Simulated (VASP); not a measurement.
All values below come from RPA correlation on PBE orbitals, VASP's PBE PAW potentials (set 64) (plane waves; VASP).

VASP input:

### INCAR
```
ENCUT=350   ! plane-wave cut-off (eV)
NOMEGA=12
LASPH=.TRUE.
LREAL=.FALSE.
SYSTEM=Si
NBANDS=588
ISMEAR=0   ! Gaussian
ALGO=ACFDT
SIGMA=0.01   ! width (eV)
ENCUTGW=220
LWAVE=.FALSE.
PREC=Normal
GGA=PE   ! PBE
LCHARG=.FALSE.
```

**KPOINTS**
```
Automatic mesh
0
gamma
4 4 4
```

**POSCAR**
```
Si
1
    0.0000000000     2.6788000000     2.6788000000
    2.6788000000     0.0000000000     2.6788000000
    2.6788000000     2.6788000000     0.0000000000
Si
2
Direct
  0.0000000000   0.0000000000   0.0000000000
  0.2500000000   0.2500000000   0.2500000000
```

POTCAR, in this order: Si_GW (PBE.64 set). Program: vasp_std. Read from the step before: WAVECAR, WAVEDER.

The resulting files:

File OUTCAR:
```
 ion  position               nearest neighbor table
   1  0.000  0.000  0.000-   2 2.32   2 2.32   2 2.32   2 2.32
   2  0.250  0.250  0.250-   1 2.32   1 2.32   1 2.32   1 2.32
  LATTYP: Found a face centered cubic cell.
 ALAT       =     5.3576000000
 Subroutine PRICEL returns:
 Original cell was already a primitive cell.
 Subroutine GETGRP returns: Found 48 space group operations
The static configuration has the point symmetry T_d .
 The point group associated with its full space group is O_h .
The dynamic configuration has the point symmetry T_d .
 Subroutine INISYM returns: Found 48 space group operations
 Subroutine IBZKPT returns following result:
 Found      8 irreducible k-points:

 Following reciprocal coordinates:
            Coordinates               Weight
  0.000000  0.000000  0.000000      1.000000
  0.250000  0.000000  0.000000      8.000000
  0.500000  0.000000  0.000000      4.000000
  0.250000  0.250000  0.000000      6.000000
  0.500000  0.250000  0.000000     24.000000
 -0.250000  0.250000  0.000000     12.000000
  0.500000  0.500000  0.000000      3.000000
 -0.250000  0.500000  0.250000      6.000000
 Subroutine IBZKPT_HF returns following result:
   k-points           NKPTS =      8   k-points in BZ     NKDIM =     64   number of bands    NBANDS=    588
   number of dos      NEDOS =    301   number of ions     NIONS =      2
   total plane-waves  NPLWV =   5832
   dimension x,y,z NGX =    18 NGY =   18 NGZ =   18
   dimension x,y,z NGXF=    36 NGYF=   36 NGZF=   36
   ions per type =               2
   PREC   = normal    normal or accurate (medium, high low for compatibility)
   ISTART =      1    job   : 0-new  1-cont  2-samecut
   ICHARG =      0    charge: 1-file 2-atom 10-const
   ISPIN  =      1    spin polarized calculation?
   LNONCOLLINEAR =      F non collinear calculations
   LSORBIT =      F    spin-orbit coupling
   INIWAV =      1    electr: 0-lowe 1-rand  2-diag
   ENCUT  =  350.0 eV  25.72 Ry    5.07 a.u.   5.78  5.78  5.78*2*pi/ulx,y,z
   NELM   =     60;   NELMIN=  2; NELMDL=  0     # of ELM steps
   EDIFF  = 0.1E-03   stopping-criterion for ELM
   LREAL  =      F    real-space projection
   NLSPLINE    = F    spline interpolate recip. space projectors
   LMAXMIX     =    2 max onsite mixed and CHGCAR
   VOSKOWN=      0    Vosko Wilk Nusair interpolation
   EDIFFG = 0.1E-02   stopping-criterion for IOM
   NSW    =      0    number of steps for IOM
   NBLOCK =      1;   KBLOCK =      1    inner block; outer block
   IBRION =     -1    ionic relax: 0-MD 1-quasi-New 2-CG
   NFREE  =      0    steps in history (QN), initial steepest desc. (CG)
   ISIF   =      0    stress and relaxation
   ISYM   =      3    0-nonsym 1-usesym 2-fastsym
   TEIN   =    0.0    initial temperature
   TEBEG  =    0.0;   TEEND  =   0.0 temperature during run
   SMASS  =  -3.00    Nose mass-parameter (am)
   PSTRESS=    0.0 pullay stress
   NELECT =       8.0000    total number of electrons
   EFERMI =   0.00;   METHOD = LEGACY
   ISMEAR =     0;   SIGMA  =   0.01  broadening in eV -4-tet -1-fermi 0-gaus
   IALGO  =     38    algorithm
   LDIAG  =      T    sub-space diagonalisation (order eigenvalues)
   IMIX   =      4    mixing-type and parameters
     AMIX     =   0.40;   BMIX     =  1.00
     AMIX_MAG =   1.60;   BMIX_MAG =  1.00
     AMIN     =   0.10
   GGA     = PE    functional components
   VOSKOWN =     0    Vosko Wilk Nusair interpolation
   LHFCALC =     T    Hartree Fock is set to
   NKREDX  =     1    reduce k-point grid by
   AEXX    =    1.0000 exact exchange contribution
   HFSCREEN=    0.0000 screening length (either q_TF or 0.3 A-1)
   HFRCUT  =    0.0000 spherical cutoff for potential kernel
   AGGAX   =    0.0000 GGA exchange part
   ALDAC   =    0.0000 LDA correlation
...
```

### OSZICAR
```
energies w=
    0.000    0.153    0.000    0.504    0.000    1.006    0.000    1.825
    0.000    3.262    0.000    5.883    0.000   10.819    0.000   20.397
    0.000   39.625    0.000   79.961    0.000  171.565    0.000  441.630
NQ=   1    0.0000    0.0000    0.0000,
 performed       1764000 updates of chi_q(r,r)
NQ=   2    0.2500    0.0000    0.0000,
 performed       3528000 updates of chi_q(r,r)
NQ=   3    0.5000    0.0000    0.0000,
 performed       5292000 updates of chi_q(r,r)
NQ=   4    0.2500    0.2500    0.0000,
 performed       7056000 updates of chi_q(r,r)
NQ=   5    0.5000    0.2500    0.0000,
 performed       8820000 updates of chi_q(r,r)
NQ=   6   -0.2500    0.2500    0.0000,
 performed      10584000 updates of chi_q(r,r)
NQ=   7    0.5000    0.5000    0.0000,
 performed      12348000 updates of chi_q(r,r)
NQ=   8   -0.2500    0.5000    0.2500,
 performed      14112000 updates of chi_q(r,r)
```

OUTCAR:
```


      cutoff energy     smooth cutoff   RPA   correlation   Hartree contr. to MP2
---------------------------------------------------------------------------------
            220.000           176.000      -12.0391662327      -21.2144251731
            209.524           167.619      -12.0134937311      -21.1874976662
            199.547           159.637      -11.9855876001      -21.1581792039
            190.044           152.035      -11.9558325527      -21.1268703131
            180.995           144.796      -11.9238537522      -21.0931542470
            172.376           137.901      -11.8891985283      -21.0565504763
            164.167           131.334      -11.8525302201      -21.0177081196
            156.350           125.080      -11.8127781800      -20.9754510095
  linear regression
  converged value                          -12.3774868302      -21.5717222109
```
(Selected blocks of OUTCAR.)

The mesh is coarse, so the correlation energy is not converged in k-points.

The compound is Si in the diamond structure. This cell is one point of a volume scan, at 0.96 of the reference volume. The k-mesh is coarse (spacing up to 0.51 per Å, 2π included), so the numbers may not be converged in it.
